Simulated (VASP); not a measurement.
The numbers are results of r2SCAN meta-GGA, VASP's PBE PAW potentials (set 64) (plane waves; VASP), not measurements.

Gaps are without spin-orbit coupling.

```json
{
  "volume_per_atom": "13.15 Å³/atom",
  "band gap (over mesh and band path)": "2.75 eV",
  "smallest direct gap (over mesh and band path)": "3.16 eV"
}
```

Task: Which relaxed crystal gives these values?
(A) BaTiO3, R3m (160)
(B) GaN, P6_3mc (186)
(C) SnF4, I4/mmm (139)
(D) TiO2, C2/c (15)

Result: A, BaTiO3, R3m (160)
